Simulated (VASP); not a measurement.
Calculation: PBE GGA, VASP's PBE PAW potentials (set 64) (plane waves; VASP).

VASP ran on this input.

POSCAR:
```
BP
1
    0.0000000000     2.2700000000     2.2700000000
    2.2700000000     0.0000000000     2.2700000000
    2.2700000000     2.2700000000     0.0000000000
B P
1 1
Direct
  0.0000000000   0.0000000000   0.0000000000
  0.2500000000   0.2500000000   0.2500000000
```

File KPOINTS:
```
kpoints
0
Gamma
  9 9 9
0 0 0
```

### INCAR
```
SYSTEM = BP
PREC = Accurate
ENCUT = 400
EDIFF = 1E-6
NELM = 100
ALGO = Normal
LREAL = .FALSE.
LASPH = .TRUE.
ISMEAR = 0
SIGMA = 0.05
GGA = PE
LWAVE = .FALSE.
LCHARG = .FALSE.
ISIF = 2
```

POTCAR, in this order: B P (PBE.64 set). Program: vasp_std.

Output of the run:

File OSZICAR:
```
       N       E                     dE             d eps       ncg     rms          rms(c)
DAV:   1     0.598341336232E+01    0.59834E+01   -0.36125E+03   560   0.744E+02
DAV:   2    -0.133983948259E+02   -0.19382E+02   -0.18286E+02   848   0.962E+01
DAV:   3    -0.136339881036E+02   -0.23559E+00   -0.23559E+00   640   0.137E+01
DAV:   4    -0.136344217541E+02   -0.43365E-03   -0.43365E-03   944   0.604E-01
DAV:   5    -0.136344219297E+02   -0.17559E-06   -0.17559E-06   640   0.943E-03    0.719E+00
DAV:   6    -0.130276165268E+02    0.60681E+00   -0.16341E+00   592   0.693E+00    0.394E+00
DAV:   7    -0.129372937691E+02    0.90323E-01   -0.25743E-01   848   0.307E+00    0.129E+00
DAV:   8    -0.129291571604E+02    0.81366E-02   -0.28309E-02   600   0.115E+00    0.218E-01
DAV:   9    -0.129294669402E+02   -0.30978E-03   -0.50227E-04   792   0.204E-01    0.122E-01
DAV:  10    -0.129296639492E+02   -0.19701E-03   -0.29109E-04   640   0.134E-01    0.268E-02
DAV:  11    -0.129296743909E+02   -0.10442E-04   -0.13577E-05   776   0.316E-02    0.317E-02
DAV:  12    -0.129296750975E+02   -0.70664E-06   -0.30257E-06   576   0.113E-02
   1 F= -.12929675E+02 E0= -.12929675E+02  d E =-.519632E-14
```

**OUTCAR**
```
------------------------ aborting loop because EDIFF is reached ----------------------------------------
  FORCE on cell =-STRESS in cart. coord.  units (eV):
  Direction    XX          YY          ZZ          XY          YZ          ZX
  --------------------------------------------------------------------------------------
  Total        0.1031735      0.1031735      0.1031735      0.0000000      0.0000000      0.0000000
  in kB        7.0659575      7.0659575      7.0659575      0.0000000      0.0000000      0.0000000
  external PRESSURE =       7.0659575 kB  Pullay stress =       0.0000000 kB
  volume of cell :       23.39
      direct lattice vectors                 reciprocal lattice vectors
     0.000000000  2.270000000  2.270000000    -0.220264317  0.220264317  0.220264317
     2.270000000  0.000000000  2.270000000     0.220264317 -0.220264317  0.220264317
     2.270000000  2.270000000  0.000000000     0.220264317  0.220264317 -0.220264317
  FREE ENERGIE OF THE ION-ELECTRON SYSTEM (eV)
  ---------------------------------------------------
  free  energy   TOTEN  =       -12.9296750975 eV

  energy  without entropy=      -12.9296750975  energy(sigma->0) =      -12.92967510
```
(Selected blocks of OUTCAR.)

OUTCAR:
```
 val. band max:        7.4179481548   @ k =   0.0000   0.0000   0.0000

 cond. band min:       8.6750996424   @ k =   0.4444   0.4444   0.0000


 Fermi energy:         7.6620261984

 k-point     1 :       0.0000    0.0000    0.0000
  band No.  band energies     occupation
      1      -8.0310      2.00000
      2       7.4179      2.00000
      3       7.4179      2.00000
      4       7.4179      2.00000
      5      10.8165      0.00000
      6      10.8165      0.00000
      7      10.8165      0.00000
      8      14.7723      0.00000

 k-point     2 :       0.1111    0.0000    0.0000
  band No.  band energies     occupation
      1      -7.8090      2.00000
      2       5.8763      2.00000
      3       7.0656      2.00000
      4       7.0656      2.00000
      5      11.2995      0.00000
      6      11.3043      0.00000
      7      11.3043      0.00000
      8      15.4087      0.00000

 k-point     3 :       0.2222    0.0000    0.0000
  band No.  band energies     occupation
      1      -7.1538      2.00000
      2       3.2398      2.00000
      3       6.4441      2.00000
      4       6.4441      2.00000
      5      11.4380      0.00000
      6      12.0649      0.00000
      7      12.0649      0.00000
      8      16.7288      0.00000

 k-point     4 :       0.3333    0.0000    0.0000
  band No.  band energies     occupation
      1      -6.1185      2.00000
      2       0.6925      2.00000
      3       5.9509      2.00000
      4       5.9509      2.00000
      5      11.3090      0.00000
      6      12.2744      0.00000
      7      12.2744      0.00000
      8      17.5181      0.00000

 k-point     5 :       0.4444    0.0000    0.0000
  band No.  band energies     occupation
      1      -4.9660      2.00000
      2      -1.2521      2.00000
      3       5.6941      2.00000
      4       5.6941      2.00000
      5      11.2057      0.00000
      6      12.1563      0.00000
      7      12.1563      0.00000
...
```

At this cut-off the stress carries a Pulay error, which pulls relaxed volumes low.

The compound is BP in the zinc blende structure. The cell was not relaxed at this level. The run is one of a series of settings (ENCUT = 400 against the base run), some of them coarse on purpose.
